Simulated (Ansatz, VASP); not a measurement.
## Si11P4O32 (phosphorus-doped silica glass) in two plane-wave programs

Wanted: the spread between two codes on one cell, functional and k mesh. Of the first pair: The structure shown is the start of the Ansatz relaxation below; VASP solves that cell, so the two are compared at the walk's first step.

Program: Ansatz 0.2.0. Level of theory: plane waves, with VASP 6.6.1 beside it; single point at PBE. Results are calculated unless marked as measured.

## (1) The starting structure

The cell holds 47 atoms: 4 P, 11 Si and 32 O. Its edges and angles: a = 8.686 Å, b = 8.686 Å, c = 8.686 Å, α = 90.0°, β = 90.0°, γ = 90.0°. As first built, before any earlier steps moved the atoms (in the runner's words): kind phosphorus-doped silica glass; units_of_the_quenched_model {'SiO2': 11, 'P2O5': 2}; melt_K 3000; rate_K_ps 50; atoms 47.

## (2) Ansatz: relaxation, PBE

Ansatz runs on its PAW soft_1 files.

The two programs are compared at the cell with which this relaxation starts, whose forces are those of its first step.

File input.yaml:

```yaml
crystal:
  lattice:
    - [8.6857729983, 0.0, 0.0]
    - [0.0, 8.6857729983, 0.0]
    - [0.0, 0.0, 8.6857729983]
  atoms:
    - { symbol: P, position: [0.705006, 0.677983, 0.366935] }
    - { symbol: P, position: [0.93171, 0.630227, 0.624216] }
    - { symbol: P, position: [0.43764, 0.573948, 0.945667] }
    - { symbol: P, position: [0.023163, 0.131806, 0.499657] }
    - { symbol: Si, position: [0.105894, 0.630093, 0.093956] }
    - { symbol: Si, position: [0.123304, 0.993921, 0.066897] }
    - { symbol: Si, position: [0.597013, 0.369291, 0.199322] }
    - { symbol: Si, position: [0.621555, 0.862412, 0.071097] }
    - { symbol: Si, position: [0.229185, 0.568998, 0.442784] }
    - { symbol: Si, position: [0.777707, 0.312084, 0.695426] }
    - { symbol: Si, position: [0.280968, 0.052418, 0.741056] }
    - { symbol: Si, position: [0.437933, 0.367107, 0.642841] }
    - { symbol: Si, position: [0.39898, 0.085654, 0.265746] }
    - { symbol: Si, position: [0.810831, 0.159374, 0.01256] }
    - { symbol: Si, position: [0.438293, 0.856732, 0.523172] }
    - { symbol: O, position: [0.773785, 0.262056, 0.867588] }
    - { symbol: O, position: [0.956739, 0.011304, 0.396156] }
    - { symbol: O, position: [0.727438, 0.257278, 0.147162] }
    - { symbol: O, position: [0.530447, 0.726443, 0.970069] }
    - { symbol: O, position: [0.59942, 0.768303, 0.475945] }
    - { symbol: O, position: [0.849128, 0.650982, 0.461983] }
    - { symbol: O, position: [0.142706, 0.057921, 0.609517] }
    - { symbol: O, position: [0.344166, 0.221117, 0.725463] }
    - { symbol: O, position: [0.27228, 0.590251, 0.990732] }
    - { symbol: O, position: [0.724117, 0.987814, 0.992754] }
    - { symbol: O, position: [0.509276, 0.459677, 0.05922] }
    - { symbol: O, position: [0.224043, 0.028325, 0.914633] }
    - { symbol: O, position: [0.157032, 0.587733, 0.281671] }
    - { symbol: O, position: [0.972396, 0.535148, 0.042971] }
    - { symbol: O, position: [0.84818, 0.487646, 0.692077] }
    - { symbol: O, position: [0.094838, 0.581073, 0.580699] }
    - { symbol: O, position: [0.982297, 0.111264, 0.038818] }
    - { symbol: O, position: [0.607432, 0.313007, 0.619716] }
    - { symbol: O, position: [0.646292, 0.516752, 0.314323] }
    - { symbol: O, position: [0.221369, 0.05388, 0.209958] }
    - { symbol: O, position: [0.083996, 0.274649, 0.428097] }
    - { symbol: O, position: [0.453744, 0.508566, 0.784611] }
    - { symbol: O, position: [0.895289, 0.20031, 0.602417] }
    - { symbol: O, position: [0.932957, 0.773461, 0.714705] }
    - { symbol: O, position: [0.700457, 0.7761, 0.216018] }
    - { symbol: O, position: [0.084685, 0.816073, 0.082706] }
    - { symbol: O, position: [0.398642, 0.920423, 0.693875] }
    - { symbol: O, position: [0.49677, 0.970917, 0.15984] }
    - { symbol: O, position: [0.468283, 0.252611, 0.261749] }
    - { symbol: O, position: [0.435628, 0.011057, 0.430839] }
    - { symbol: O, position: [0.322932, 0.741736, 0.452646] }
    - { symbol: O, position: [0.365201, 0.475838, 0.511638] }
  symmetry: { detect: false }
kpoints:
  mp_grid: { grid: [2, 2, 2] }
scf:
  occupations: { method: fermi_dirac, width: 0.05 }
hamiltonian:
  xc: pbe
  pseudopotentials: { kind: paw, azcp: { folder: soft_1 } }
output:
  forces: true
  stress: true
relax:
  f_tol: 0.04
  max_steps: 100
  escape_saddle: false
  cell: { stress_tol: 0.4, fix: [] }
```

Command:

```console
$ ansatz run input.yaml --threads 4 --pin off --max-ram 16384MiB --backend cpu --events-out ev --progress --plain --runs-dir out
```

Numbers of over 12 decimals in the logs are rounded to 6 here.

The log of the run:

```text
Engine: ansatz 0.2.0, aarch64-unknown-linux-gnu
Pseudopotentials: kind: paw
Pseudopotential: P, paw, valence charge 5, recommended cutoff 420 eV (normal), soft_1/P.paw.azcp
Pseudopotential: Si, paw, valence charge 4, recommended cutoff 420 eV (normal), soft_1/Si.paw.azcp
Pseudopotential: O, paw, valence charge 6, recommended cutoff 420 eV (normal), soft_1/O.paw.azcp
Functional definition: PBE
  parameter kappa = 0.804
  parameter beta = 0.066725
  exchange = pbe_x(kappa = kappa, mu = beta*pi^2/3)
  correlation = pbe_c(beta = beta)
Crystal: 47 atoms, lattice volume = 655.278 Å³
Basis set: ecut = 420 eV, 12893 PW (Γ), exchange–correlation on 120×120×120 points (8 copies of the dense FFT grid, shifted against one another)
Bands: 175, of which v1, the nominal top of the filled ones, is band 128 counted from 1 (127 counted from 0)
Symmetry: 1 space group operations
k-points: 8
Non-local potential: P, projectors of the file, l = 0: 2, l = 1: 2, l = 2: 1
Non-local potential: Si, projectors of the file, l = 0: 2, l = 1: 2, l = 2: 1
Non-local potential: O, projectors of the file, l = 0: 2, l = 1: 2, l = 2: 1
PAW form: soft (Blöchl's): semilocal exchange-correlation on the pseudo side does not see the compensation charge
PAW one-centre angular grid: P, 110 points (default); XC on 64 Gauss nodes
PAW one-centre angular grid: Si, 110 points (default); XC on 64 Gauss nodes
PAW one-centre angular grid: O, 110 points (default); XC on 64 Gauss nodes
Initial density: superposition of atomic densities (chi_scale 0.1, normalization cell, long waves kept (reshape's long-wave potential 0.19 eV rms))
Initial wavefunctions: pseudopotential atomic-orbital guess
Functional: x = pbe(κ = 0.804, μ = 0.219515), c = pbe(β = 0.066725)
SCF iter   1: F=—  HF=-28237.033884 eV  |F-HF|=—  |Δ(HF+E_count)|=         —  Δρ=1.31e-1  dr2=1.05e2  ethr=3.10e-3  ⟨swp⟩=7.0  Hψ=7154  notcnv=0  defer=129
preconditioner: auto → Resta (q_TF=auto, 2.333 Å⁻¹)  ε∞=2.7  [insulator: Δε(μ)=5.446 eV  Ē_g=17.964 eV  σ=0.050 eV  W_gap=1.00  n_scr=146 (ndim 8)  ℏωp=23.2 eV  f_vac=0.111  D(μ)=0.00/eV (n_scr^D=0)  ε∞_Penn≈2.7]
SCF iter   2: F=—  HF=-28207.360136 eV  |F-HF|=—  |Δ(HF+E_count)|=    2.97e1  Δρ=4.41e-2  dr2=6.42e0  ethr=3.10e-3  ⟨swp⟩=5.0  Hψ=3581  notcnv=0  defer=324
SCF iter   3: F=—  HF=-28206.457610 eV  |F-HF|=—  |Δ(HF+E_count)|=   9.03e-1  Δρ=2.14e-2  dr2=2.04e0  ethr=2.51e-3  ⟨swp⟩=2.4  Hψ=1725  notcnv=0  defer=330
SCF iter   4: F=—  HF=-28206.378621 eV  |F-HF|=—  |Δ(HF+E_count)|=   7.90e-2  Δρ=9.71e-3  dr2=4.84e-1  ethr=7.98e-4  ⟨swp⟩=4.2  Hψ=1980  notcnv=0  defer=330
SCF iter   5: F=—  HF=-28206.277963 eV  |F-HF|=—  |Δ(HF+E_count)|=   1.01e-1  Δρ=1.91e-3  dr2=2.23e-2  ethr=1.89e-4  ⟨swp⟩=3.0  Hψ=2506  notcnv=0  defer=327
SCF iter   6: F=—  HF=-28206.291809 eV  |F-HF|=—  |Δ(HF+E_count)|=   1.38e-2  Δρ=9.76e-4  dr2=5.05e-3  ethr=8.70e-6  ⟨swp⟩=2.9  Hψ=2191  notcnv=0  defer=327
SCF iter   7: F=—  HF=-28206.291574 eV  |F-HF|=—  |Δ(HF+E_count)|=   2.35e-4  Δρ=3.19e-4  dr2=6.01e-4  ethr=1.97e-6  ⟨swp⟩=2.6  Hψ=2118  notcnv=0  defer=327
SCF iter   8: F=—  HF=-28206.291677 eV  |F-HF|=—  |Δ(HF+E_count)|=   1.03e-4  Δρ=9.44e-5  dr2=5.38e-5  ethr=2.35e-7  ⟨swp⟩=3.0  Hψ=2091  notcnv=0  defer=327
SCF iter   9: F=—  HF=-28206.291548 eV  |F-HF|=—  |Δ(HF+E_count)|=   1.29e-4  Δρ=5.86e-5  dr2=1.68e-5  ethr=2.10e-8  ⟨swp⟩=2.9  Hψ=2367  notcnv=0  defer=327
SCF iter  10: F=—  HF=-28206.291549 eV  |F-HF|=—  |Δ(HF+E_count)|=   1.02e-6  Δρ=1.27e-5  dr2=9.91e-7  ethr=6.55e-9  ⟨swp⟩=2.0  Hψ=2177  notcnv=0  defer=327
SCF iter  11: F=—  HF=-28206.291551 eV  |F-HF|=—  |Δ(HF+E_count)|=   1.17e-6  Δρ=5.32e-6  dr2=1.71e-7  ethr=3.87e-10  ⟨swp⟩=3.1  Hψ=2182  notcnv=0  defer=327
SCF iter  12: F=-28206.291551 eV  HF=-28206.291551 eV  |F-HF|=2.06e-8  |Δ(HF+E_count)|=   1.27e-7  Δρ=3.05e-6  dr2=4.95e-8  ethr=3.91e-11  ⟨swp⟩=5.5  Hψ=4780  notcnv=0
SCF 1 converged in 12 iterations: F = -28206.291551 eV  dr2 = 4.95e-8
  greatest PAW one-centre occupation: 0.876 electrons in one spin orbital (limit 2), on the O atom at site 38 (counted from 0), in its partial waves of l = 0
relax step   1: F+E_penalty+E_count = -28206.29155062 eV  Δ(F+E_penalty+E_count) = +0.000e0 eV  max|allowed force component| = 4.250e0 eV/Å  Δτ_max = 0.0000 Å  P = +5.407 GPa  Ω = 655.278 Å³  (12 SCF iters, dr2 threshold 1.00e-7 eV, accepted)
Crystal: 47 atoms, lattice volume = 661.132 Å³
Basis set: ecut = 420 eV, 12963 PW (Γ), exchange–correlation on 120×120×120 points (8 copies of the dense FFT grid, shifted against one another)
Initial density: handed on by an earlier stage of this run
Initial wavefunctions: those handed on with the density
iter 1 solved again at ethr=1.67e-4 eV; its pass at ethr=3.10e-3 eV (dr2=4.28e-1 eV) is discarded
SCF iter   1: F=—  HF=-28208.391840 eV  |F-HF|=—  |Δ(HF+E_count)|=         —  Δρ=9.03e-3  dr2=4.31e-1  ethr=1.67e-4  ⟨swp⟩=6.6  Hψ=8221  notcnv=0
[...]
SCF 23 converged in 4 iterations: F = -28211.322477 eV  dr2 = 2.14e-9
[...]
Harris-Foulkes:  -28211.322477 eV  (|F-HF|=8.91e-10)
Internal energy: -28211.322477 eV  (E = F + TS)
E sigma→0 (E₀):  -28211.322477 eV
Fermi energy:    5.304551 eV
--- Per-component energies (eV) ---
  E_band       = -1443.972912
  E_kinetic    = 6276.711093
  E_local      = -18186.781440  (includes V_loc(G=0)·N_el)
  E_nonlocal   = 2029.330069
  E_hartree    = 6811.963938
  E_xc         = -3219.517973
  E_vxc        = -3714.195528  (∫ρ·V_xc dr)
  E_paw        = -13095.913283  (= ΣΔE_a)
  E_vpaw       = -1472.989914  (= ΣTr[D̂ρ^β])
  E_aug_tail   = 0.025986  (compensation charges beyond the density's cutoff)
  E_ewald      = -8827.140867
  E_smearing   = -0.000000  (= −TS)
  E_closure    = -0.000000  (closes the sum)
  Σ components = -28211.322477   (vs F -28211.322477, Δ=0.00e0)
--- Forces (eV/Å), atoms counted from 1 ---
  atom   1  P     -0.00546465     0.00893521    -0.00681319
  atom   2  P     -0.00275443     0.01550624    -0.02210323
  atom   3  P     -0.02364025    -0.01823018    -0.00967434
  atom   4  P     -0.00047698    -0.01234797     0.00805016
  atom   5  Si    -0.01030799     0.00263135     0.00059021
  atom   6  Si     0.00244714     0.01420318    -0.00505298
  atom   7  Si    -0.01237989    -0.00150894    -0.00089326
  atom   8  Si    -0.00221156     0.02812993     0.01129713
  atom   9  Si     0.00451859    -0.00111065     0.01132503
  atom  10  Si     0.00483194    -0.00200735     0.00469780
  atom  11  Si     0.00073723     0.00497930    -0.01063694
  atom  12  Si    -0.00891947     0.00957706    -0.00462665
  atom  13  Si    -0.00112140    -0.00774283     0.01552487
  atom  14  Si     0.00553048     0.01186537    -0.01231230
  atom  15  Si     0.00225132     0.01267059    -0.00429728
  atom  16  O      0.00285436    -0.00138736     0.00771602
  atom  17  O      0.00304590     0.00981375     0.00272539
  atom  18  O      0.00672813     0.00450840     0.00675436
  atom  19  O      0.00684590     0.00037407    -0.00960029
  atom  20  O     -0.00279818    -0.00616038     0.00140648
  atom  21  O     -0.00538579     0.00078699     0.00057171
  atom  22  O     -0.00187683     0.01173903     0.00716841
  atom  23  O     -0.00352316    -0.01171403     0.01139903
  atom  24  O      0.01861447    -0.01204849    -0.01194479
[...]
atom  40  O      0.00818929    -0.00018451     0.01170060
  atom  41  O     -0.00842532    -0.00959283     0.00659962
  atom  42  O      0.00476423    -0.01179818    -0.01158613
  atom  43  O      0.00185150    -0.00384770     0.00171679
  atom  44  O      0.00224479     0.00573045     0.00686355
  atom  45  O     -0.01202341     0.00663050    -0.01298143
  atom  46  O      0.00256501     0.01719843    -0.00423368
  atom  47  O     -0.00393236    -0.02306913     0.00703487
  max |Σ_I F_I| component: 1.28e-5 eV/Å
--- Stress (GPa, compression-positive) ---
        0.021773       0.008619      -0.000788
        0.008617       0.038469       0.013726
       -0.000792       0.013728       0.009181
  P = ⅓ Tr σ = 0.0231 GPa (0.231 kbar)
--- Relaxed structure (21 steps of the walk, 16 accepted, 2 SCFs on fresh bases) ---
  F+E_penalty+E_count = -28211.32247703 eV   max|allowed force component| = 2.813e-2 eV/Å   (the final SCF, on the basis selected at the relaxed cell)
  cell:  # Å, volume = 660.5588 Å³
    - [9.084721, 0.126375, -0.078653]
    - [0.126375, 8.131178, -0.051460]
    - [-0.078653, -0.051460, 8.945169]
  atoms:
    - { symbol: P, position: [0.689449, 0.681138, 0.364345] }
    - { symbol: P, position: [0.916194, 0.664001, 0.616935] }
    - { symbol: P, position: [0.455946, 0.574292, 0.964550] }
    - { symbol: P, position: [0.025674, 0.168556, 0.509501] }
    - { symbol: Si, position: [0.133498, 0.617773, 0.110261] }
    - { symbol: Si, position: [0.136925, 0.997431, 0.060003] }
    - { symbol: Si, position: [0.610359, 0.355777, 0.197156] }
    - { symbol: Si, position: [0.623865, 0.862476, 0.071203] }
    - { symbol: Si, position: [0.188245, 0.517525, 0.453727] }
    - { symbol: Si, position: [0.776570, 0.324648, 0.692989] }
    - { symbol: Si, position: [0.272373, 0.042559, 0.743517] }
    - { symbol: Si, position: [0.431013, 0.361295, 0.679003] }
    - { symbol: Si, position: [0.391679, 0.084335, 0.244839] }
    - { symbol: Si, position: [0.819481, 0.152911, 0.00746042] }
    - { symbol: Si, position: [0.397265, 0.832234, 0.497304] }
    - { symbol: O, position: [0.780946, 0.265762, 0.864172] }
    - { symbol: O, position: [1.014035, 0.045047, 0.388603] }
    - { symbol: O, position: [0.756852, 0.250478, 0.157848] }
    - { symbol: O, position: [0.565192, 0.719676, 0.953182] }
    - { symbol: O, position: [0.579692, 0.768933, 0.469095] }
    - { symbol: O, position: [0.841673, 0.662703, 0.439742] }
    - { symbol: O, position: [0.128287, 0.104876, 0.646359] }
    - { symbol: O, position: [0.380890, 0.199679, 0.767352] }
    - { symbol: O, position: [0.327471, 0.620085, 1.060980] }
    - { symbol: O, position: [0.729675, 0.980830, 0.987224] }
    - { symbol: O, position: [0.550448, 0.431875, 0.036419] }
    - { symbol: O, position: [0.223739, -0.027449, 0.901860] }
    - { symbol: O, position: [0.146447, 0.527717, 0.274143] }
    - { symbol: O, position: [1.040639, 0.535450, -0.014225] }
    - { symbol: O, position: [0.844324, 0.508750, 0.683326] }
    - { symbol: O, position: [0.078427, 0.627255, 0.577878] }
    - { symbol: O, position: [0.988696, 0.105358, 0.025745] }
    - { symbol: O, position: [0.604595, 0.341217, 0.635801] }
    - { symbol: O, position: [0.636652, 0.506492, 0.320216] }
    - { symbol: O, position: [0.236559, 0.121399, 0.164017] }
    - { symbol: O, position: [0.072113, 0.343580, 0.472086] }
    - { symbol: O, position: [0.418960, 0.521094, 0.803111] }
    - { symbol: O, position: [0.866877, 0.196357, 0.586282] }
    - { symbol: O, position: [0.878517, 0.818383, 0.694246] }
    - { symbol: O, position: [0.712602, 0.772638, 0.215605] }
    - { symbol: O, position: [0.115915, 0.821175, 0.135910] }
    - { symbol: O, position: [0.371985, 0.890531, 0.669394] }
    - { symbol: O, position: [0.482725, 0.955260, 0.137854] }
    - { symbol: O, position: [0.482826, 0.252457, 0.268296] }
    - { symbol: O, position: [0.382502, 0.00419655, 0.407832] }
    - { symbol: O, position: [0.304424, 0.684597, 0.439579] }
    - { symbol: O, position: [0.327922, 0.408411, 0.539202] }
[key lines of the parts left out:]
SCF converged after 4 iterations
Free energy (F): -28211.322477 eV
```

(Part 1 of 2 ends here.)

[Lines on the potential files, build, host, timing and source positions are cut from VASP's logs without a mark.]

[Logs are printed without paths, hosts, clocks, repeated set-up lines and the standing remarks that a program may print on its own settings, such as how far it seeks lower states.]

[Hosts, paths, dates, database ids (printed as entryN), source tags and the programs' standing remarks are cut or masked in the printed files.]
